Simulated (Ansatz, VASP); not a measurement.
# Pb (Pb(110)): VASP beside Ansatz

Aim: how closely do two programs agree when they are given the same cell, functional and k mesh? Other levels of theory on this material are compared in a session of their own.

Calculated with Ansatz 0.2.0; plane waves, with VASP 6.6.1 beside it; single point at LDA.

### 1. Set-up

The cell holds 7 atoms: 7 Pb. Its edges and angles: a = 4.950 Å, b = 3.500 Å, c = 28.501 Å, α = 90.0°, β = 90.0°, γ = 90.0°. Vacuum lies along c.

Coordinates:

```cif
data_structure
_symmetry_space_group_name_H-M 'P 1'
_symmetry_Int_Tables_number 1
_cell_length_a 4.9500
_cell_length_b 3.5002
_cell_length_c 28.5005
_cell_angle_alpha 90.000
_cell_angle_beta 90.000
_cell_angle_gamma 90.000
_cell_volume 493.80
loop_
_atom_site_label
_atom_site_type_symbol
_atom_site_fract_x
_atom_site_fract_y
_atom_site_fract_z
_atom_site_occupancy
Pb1 Pb 0.00000 0.00000 0.31578 1
Pb2 Pb 0.50000 0.50000 0.37719 1
Pb3 Pb 0.00000 0.00000 0.43859 1
Pb4 Pb 0.50000 0.50000 0.50000 1
Pb5 Pb 0.00000 0.00000 0.56141 1
Pb6 Pb 0.50000 0.50000 0.62281 1
Pb7 Pb 0.00000 0.00000 0.68422 1
```

### 2. Ansatz: single point, LDA

Ansatz runs on its default PAW (the set named soft_2) files.

A single point gives forces, pressure and levels at one fixed geometry, so differences don't come from the geometry; what else differs is listed under the comparison.

Input file input.yaml:

```yaml
crystal:
  lattice:
    - [4.95, 0.0, 0.0]
    - [0.0, 3.5001785669, 0.0]
    - [0.0, 0.0, 28.5005357006]
  atoms:
    - { symbol: Pb, position: [0.0, 0.0, 0.3157835381] }
    - { symbol: Pb, position: [0.5, 0.5, 0.3771890254] }
    - { symbol: Pb, position: [0.0, 0.0, 0.4385945127] }
    - { symbol: Pb, position: [0.5, 0.5, 0.5] }
    - { symbol: Pb, position: [0.0, 0.0, 0.5614054873] }
    - { symbol: Pb, position: [0.5, 0.5, 0.6228109746] }
    - { symbol: Pb, position: [0.0, 0.0, 0.6842164619] }
hamiltonian:
  xc: lda
  pseudopotentials: { kind: paw }
kpoints:
  mp_grid: { grid: [5, 7, 1] }
scf:
  occupations: { method: methfessel_paxton, width: 0.1 }
  n_extra_bands: 5
efield:
  axis: 3
  dipole_correction: true
  ramp_width: 0.04
output:
  forces: true
  eigenvalues: true
  write_density: true
  write_potential: true
  elf: true
  volumetric_format: npy
```

Run with:

```bash
$ ansatz run input.yaml --threads 4 --pin off --max-ram 9216MiB --backend cpu --events-out ev --progress --plain --runs-dir out
```

Numbers of over 12 decimals in the logs are rounded to 6 here.

The log of the run:

```text
scf.n_extra_bands = 5 over 49 filled bands (N_el = 98.0): the run solves 54 bands
Engine: ansatz 0.2.0, x86_64-unknown-linux-gnu
Pseudopotentials: kind: paw
Pseudopotential: Pb, paw, valence charge 14, recommended cutoff 420 eV (normal), Pb.paw.azcp
Functional definition: SPW92
  exchange = slater_x
  correlation = pw_c
Crystal: 7 atoms, lattice volume = 493.797 Å³
Basis set: ecut = 420 eV, 9657 PW (Γ)
Bands: 54, of which v1, the nominal top of the filled ones, is band 49 counted from 1 (48 counted from 0)
Symmetry: 4 space group operations
k-points: 12 of 35
Non-local potential: Pb, projectors of the file, l = 0: 2, l = 1: 2, l = 2: 2, l = 3: 2
PAW form: soft (Blöchl's): semilocal exchange-correlation on the pseudo side does not see the compensation charge
PAW frozen core: Pb, regenerated for the run's functional, and the local potential with it (the file was generated under x = pbe(κ = 0.804, μ = 0.219515), c = pbe(β = 0.066725))
PAW one-centre angular grid: Pb, 590 points (default); XC on 64 Gauss nodes
Initial density: superposition of atomic densities (neutral atoms: chi_scale 0, normalization atom), corrected by the library's trained network
Initial wavefunctions: pseudopotential atomic-orbital guess
Functional: x = slater, c = lda
SCF iter   1: F=—  HF=-81215.115662 eV  |F-HF|=—  |Δ(HF+E_count)|=         —  Δρ=3.23e-3  dr2=4.58e-2  ethr=1.77e-3  p=0.000 e·Å  D=1.91e-13 V/Å  ΔV_dip=-0.00 eV  dr2_dipole=7.84e-7  V_vac-E_F(+/−)=3.93/3.93 eV  ⟨swp⟩=6.4  Hψ=2551  notcnv=0
efield: sawtooth ramp at fractional position 0.9800 (placed from the atoms, in the widest stretch of the axis that holds none; the zero of the levels goes with the place), width 0.0400; the density the first Hamiltonian is built on has a dipole p = 0.000 e·Å; the dipole correction subtracts the counter field D = 1.91e-13 V/Å, which shifts the + side's vacuum level by -0.00 eV against the − side's; the planar-averaged density in the ramp window peaks in size at 5.9e-6 e/Å³
preconditioner: auto → LDOS  [metal: Δε(μ)=0.007 eV  Ē_g=14.721 eV  σ=0.100 eV  W_gap=0.06  n_scr=66 (ndim 8)  ℏωp=16.5 eV  f_vac=0.516  D(μ)=6.52/eV (n_scr^D=32)  β→1.0]
SCF iter   2: F=—  HF=-81215.113158 eV  |F-HF|=—  |Δ(HF+E_count)|=   2.50e-3  S|Δr|=    0.00e0  Δρ=1.50e-3  dr2=1.04e-2  ethr=4.67e-5  p=0.000 e·Å  D=4.96e-6 V/Å  ΔV_dip=-0.00 eV  dr2_dipole=3.78e-7  V_vac-E_F(+/−)=3.96/3.96 eV  ⟨swp⟩=2.0  Hψ=1426  notcnv=0  defer=5
SCF iter   3: F=—  HF=-81215.108959 eV  |F-HF|=—  |Δ(HF+E_count)|=   4.20e-3  S|Δr|=    0.00e0  Δρ=3.41e-4  dr2=6.56e-4  ethr=1.06e-5  p=0.000 e·Å  D=2.81e-6 V/Å  ΔV_dip=-0.00 eV  dr2_dipole=9.24e-8  V_vac-E_F(+/−)=3.96/3.96 eV  ⟨swp⟩=2.0  Hψ=1227  notcnv=0  defer=5
SCF iter   4: F=—  HF=-81215.108876 eV  |F-HF|=—  |Δ(HF+E_count)|=   8.30e-5  S|Δr|=    0.00e0  Δρ=7.10e-5  dr2=3.57e-5  ethr=6.70e-7  p=0.000 e·Å  D=9.27e-7 V/Å  ΔV_dip=-0.00 eV  dr2_dipole=1.34e-8  V_vac-E_F(+/−)=3.97/3.97 eV  ⟨swp⟩=2.0  Hψ=1227  notcnv=0  defer=5
SCF iter   5: F=—  HF=-81215.109042 eV  |F-HF|=—  |Δ(HF+E_count)|=   1.67e-4  S|Δr|=    0.00e0  Δρ=2.63e-5  dr2=9.19e-6  ethr=3.64e-8  p=0.000 e·Å  D=4.08e-7 V/Å  ΔV_dip=-0.00 eV  dr2_dipole=2.18e-9  V_vac-E_F(+/−)=3.98/3.98 eV  ⟨swp⟩=2.0  Hψ=1232  notcnv=0  defer=5
SCF iter   6: F=—  HF=-81215.109041 eV  |F-HF|=—  |Δ(HF+E_count)|=   1.16e-6  S|Δr|=    0.00e0  Δρ=6.25e-6  dr2=8.86e-7  ethr=9.38e-9  p=0.000 e·Å  D=1.50e-7 V/Å  ΔV_dip=-0.00 eV  dr2_dipole=2.31e-10  V_vac-E_F(+/−)=3.98/3.98 eV  ⟨swp⟩=2.0  Hψ=1222  notcnv=0  defer=5
SCF iter   7: F=—  HF=-81215.109041 eV  |F-HF|=—  |Δ(HF+E_count)|=   3.30e-8  S|Δr|=    0.00e0  Δρ=2.97e-6  dr2=2.20e-7  ethr=9.04e-10  p=0.000 e·Å  D=7.56e-8 V/Å  ΔV_dip=-0.00 eV  dr2_dipole=3.69e-11  V_vac-E_F(+/−)=3.98/3.98 eV  ⟨swp⟩=2.0  Hψ=769  notcnv=0  defer=5
SCF iter   8: F=-81215.109041 eV  HF=-81215.109041 eV  |F-HF|=2.58e-8  |Δ(HF+E_count)|=   1.71e-8  S|Δr|=    0.00e0  Δρ=2.21e-6  dr2=4.24e-8  ethr=1.02e-10  p=0.000 e·Å  D=1.66e-8 V/Å  ΔV_dip=-0.00 eV  dr2_dipole=9.53e-13  V_vac-E_F(+/−)=3.98/3.98 eV  ⟨swp⟩=15.4  Hψ=5882  notcnv=0
SCF 1 converged in 8 iterations: F = -81215.109041 eV  dr2 = 4.24e-8
  greatest PAW one-centre occupation: 0.979 electrons in one spin orbital (limit 2), on the Pb atom at site 6 (counted from 0), in its partial waves of l = 2
WARN: The output density's exchange-correlation potential varies sharply where the density is thin. Do not read a vacuum level from v_tot or v_xc, or from such a field of the output density. On a cell that repeats whose density bears no net charge and no dipole along the vacuum's axis use v_es (v_loc + v_h of the components); under efield.dipole_correction with no amplitude use v_es + v_field, which holds any externa [...]
SCF converged after 8 iterations
Stability not checked: this state was not tested for a lower state beside it, because cold or Methfessel-Paxton smearing, or corrected tetrahedra, fill the levels in a way that the test cannot read (fill_not_monotonic; see scf.lower_state_search)
Free energy (F): -81215.109041 eV
Harris-Foulkes:  -81215.109041 eV  (|F-HF|=2.58e-8)
Internal energy: -81215.104373 eV  (E = F + TS)
E sigma→0 (E₀):  -81215.107874 eV
Entropy (-TS):   -0.004668 eV (-0.667 meV/atom)
Fermi energy:    2.281574 eV
Dipole field:    D = -0.000001 V/Å  (p = -0.000002 e·Å, saw-weighted, corrected)
Work function:   Φ+ = 3.9837 eV   Φ− = 3.9837 eV
Levels:          The Fermi level and band energies are counted from a zero that moves with the ramp; work functions are not
--- Per-component energies (eV) ---
  E_band       = -1096.460925
  E_kinetic    = 2022.681807
  E_local      = -85240.653372  (includes V_loc(G=0)·N_el)
  E_nonlocal   = 2475.245623
  E_hartree    = 41466.412497
  E_xc         = -1531.620741
  E_vxc        = -931.603535  (∫ρ·V_xc dr)
  E_paw        = -70716.865151  (= ΣΔE_a)
  E_vpaw       = -2354.992014  (= ΣTr[D̂ρ^β])
  E_aug_tail   = 0.000326  (compensation charges beyond the density's cutoff)
  E_efield     = 0.000000  (sawtooth field / dipole correction)
  E_vefield    = 0.000000  (∫n·V_field dr)
  E_ewald      = 30310.238633
  E_core_change = -0.543995  (= ΣΔE_core)
  E_smearing   = -0.004668  (= −TS)
  E_closure    = -0.000000  (closes the sum)
  Σ components = -81215.109041   (vs F -81215.109041, Δ=0.00e0)
--- Forces (eV/Å), atoms counted from 1 ---
  atom   1  Pb     0.00000000     0.00000000     0.55965492
  atom   2  Pb     0.00000000     0.00000000    -0.31332148
  atom   3  Pb     0.00000000     0.00000000    -0.04220915
  atom   4  Pb     0.00000000     0.00000000    -0.00000000
  atom   5  Pb     0.00000000     0.00000000     0.04220913
  atom   6  Pb     0.00000000     0.00000000     0.31332168
  atom   7  Pb     0.00000000     0.00000000    -0.55965494
  max |Σ_I F_I| component: 1.53e-7 eV/Å
--- Band table (eV; the first three rows and the last of 12) ---
  k-point 0: bands = [... 45 lower, 0.9680, 1.3074, 1.9253, 2.3739, 2.8305, 3.3741, 4.2800, 4.5623, ... 1 higher]
  k-point 1: bands = [... 45 lower, 1.0067, 1.5802, 2.0941, 2.3923, 2.8616, 3.0564, 3.5009, 3.7052, ... 1 higher]
  k-point 2: bands = [... 45 lower, 0.8316, 1.2887, 1.3783, 2.3457, 2.3587, 2.6405, 3.2318, 3.6555, ... 1 higher]
  k-point 11: bands = [... 45 lower, -0.2510, 0.2866, 0.3890, 0.6982, 1.3713, 1.6950, 2.6311, 3.0193, ... 1 higher]
```

The job ended after 6.8 s (4 threads of Intel Xeon Platinum 8488C (Sapphire Rapids), shared host; peak memory 1 GiB).

In the SCF lines HF is the Harris–Foulkes energy and dr2 the Hartree energy of the density residual, in eV; the loop may stop once dr2 is under the threshold and the program's other checks hold. Hψ counts applications of the Hamiltonian.

### 3. VASP: single point, LDA

The same cell, functional (in two slightly different forms), mesh and smearing now go to VASP, with its own data sets and cutoff.

Lines of VASP's logs that name or quote its potential files are left out, and so is its time.

Input file INCAR:

```
SYSTEM = Pb
PREC = Normal
ENCUT = 350
EDIFF = 1E-06
NELM = 120
ISMEAR = 1
SIGMA = 0.1
LREAL = .FALSE.
ALGO = Normal
GGA = CA
NBANDS = 21
LORBIT = 11
LWAVE = .FALSE.
LCHARG = .FALSE.
KPAR = 4
IDIPOL = 3
LDIPOL = .TRUE.
DIPOL = 0.5 0.5 0.5
LVHAR = .TRUE.
LVACPOTAV = .TRUE.
```

Input file POSCAR:

```
Pb
1.0
    4.9500000000      0.0000000000      0.0000000000
    0.0000000000      3.5001785669      0.0000000000
    0.0000000000      0.0000000000     28.5005357006
Pb
7
Direct
    0.0000000000      0.0000000000      0.3157835381
    0.5000000000      0.5000000000      0.3771890254
    0.0000000000      0.0000000000      0.4385945127
    0.5000000000      0.5000000000      0.5000000000
    0.0000000000      0.0000000000      0.5614054873
    0.5000000000      0.5000000000      0.6228109746
    0.0000000000      0.0000000000      0.6842164619
```

Input file KPOINTS:

```
Automatic mesh
0
Gamma
5 7 1
0 0 0
```

Potentials, in the order of the species: Pb (PBE family, release 64).

Run with:

```bash
$ mpirun -np 4 vasp_std
```

The log of the run:

```text
[banner, memory and clock lines left out]
running    4 mpi-ranks, on    1 nodes
 distrk:  each k-point on    1 cores,    4 groups
 distr:  one band on    1 cores,    1 groups

 POSCAR found type information on POSCAR Pb
 POSCAR found :  1 types and       7 ions
|                                                                             |
|               ----> ADVICE to this user running VASP <----                  |
|                                                                             |
|     You enforced a specific xc type in the INCAR file but a different       |
|     [... a line on the potential file left out ...]
|     I HOPE YOU KNOW WHAT YOU ARE DOING!                                     |
|                                                                             |

 LDA part: xc-table for (Slater(with rela. corr.)+CA(PZ))
 , standard interpolation
 POSCAR, INCAR and KPOINTS ok, starting setup
 FFT: planning ... GRIDC
 FFT: planning ... GRID_SOFT
 FFT: planning ... GRID
 WAVECAR not read
 entering main loop
       N       E                     dE             d eps       ncg     rms          rms(c)
DAV:   1     0.138057368223E+03    0.13806E+03   -0.64493E+03   504   0.677E+02
DAV:   2    -0.115045488900E+02   -0.14956E+03   -0.14482E+03   751   0.127E+02
DAV:   3    -0.279213349325E+02   -0.16417E+02   -0.16183E+02   587   0.501E+01
DAV:   4    -0.288064636430E+02   -0.88513E+00   -0.87976E+00   809   0.117E+01
DAV:   5    -0.288199580726E+02   -0.13494E-01   -0.13489E-01   761   0.159E+00    0.117E+01
DAV:   6    -0.286161124753E+02    0.20385E+00   -0.10573E+00   724   0.352E+00    0.690E+00
DAV:   7    -0.287143174397E+02   -0.98205E-01   -0.15854E+00   706   0.507E+00    0.191E+00
DAV:   8    -0.285135323040E+02    0.20079E+00   -0.75468E-01   705   0.334E+00    0.565E-01
DAV:   9    -0.285192190992E+02   -0.56868E-02   -0.63266E-02   641   0.937E-01    0.587E-01
DAV:  10    -0.285191995088E+02    0.19590E-04   -0.15379E-03   796   0.168E-01    0.541E-01
DAV:  11    -0.285186431396E+02    0.55637E-03   -0.71986E-04   662   0.964E-02    0.276E-01
DAV:  12    -0.285184754431E+02    0.16770E-03   -0.99788E-04   685   0.132E-01    0.191E-01
DAV:  13    -0.285186089448E+02   -0.13350E-03   -0.35541E-04   594   0.694E-02    0.162E-01
DAV:  14    -0.285188807655E+02   -0.27182E-03   -0.14324E-04   598   0.389E-02    0.113E-01
[...]
DAV:  20    -0.285199340972E+02   -0.36019E-04   -0.22973E-06   492   0.404E-03    0.779E-03
DAV:  21    -0.285199573249E+02   -0.23228E-04   -0.35774E-06   494   0.484E-03    0.612E-03
DAV:  22    -0.285199667015E+02   -0.93766E-05   -0.89940E-07   513   0.321E-03    0.482E-03
DAV:  23    -0.285199723817E+02   -0.56802E-05   -0.52469E-07   462   0.189E-03    0.450E-03
DAV:  24    -0.285199771967E+02   -0.48150E-05   -0.20233E-07   469   0.122E-03    0.212E-03
DAV:  25    -0.285199806860E+02   -0.34893E-05   -0.16530E-07   446   0.108E-03    0.138E-03
DAV:  26    -0.285199835255E+02   -0.28395E-05   -0.14178E-07   443   0.999E-04    0.170E-03
DAV:  27    -0.285199844552E+02   -0.92963E-06   -0.33759E-08   419   0.505E-04
|                                                                             |
|           W    W    AA    RRRRR   N    N  II  N    N   GGGG   !!!           |
|           W    W   A  A   R    R  NN   N  II  NN   N  G    G  !!!           |
|           W    W  A    A  R    R  N N  N  II  N N  N  G       !!!           |
|           W WW W  AAAAAA  RRRRR   N  N N  II  N  N N  G  GGG   !            |
|           WW  WW  A    A  R   R   N   NN  II  N   NN  G    G                |
|           W    W  A    A  R    R  N    N  II  N    N   GGGG   !!!           |
|                                                                             |
|     Did not find any points to average over, which means that no vacuum     |
|     field-free region was found. Please increase the size of  your cell     |
|     in the dimension of the dipole correction to obtain accurate            |
|     workfunction values.                                                    |
|                                                                             |

   1 F= -.28519984E+02 E0= -.28518159E+02  d E =-.547549E-02
```

[end of part 1 of 2]

[Lines on the potential files, build, host, timing and source positions are cut from VASP's logs without a mark.]

[Logs are printed without paths, hosts, clocks, repeated set-up lines and the standing remarks that a program may print on its own settings, such as how far it seeks lower states.]

[Hosts, paths, dates, database ids (printed as entryN), source tags and the programs' standing remarks are cut or masked in the printed files.]
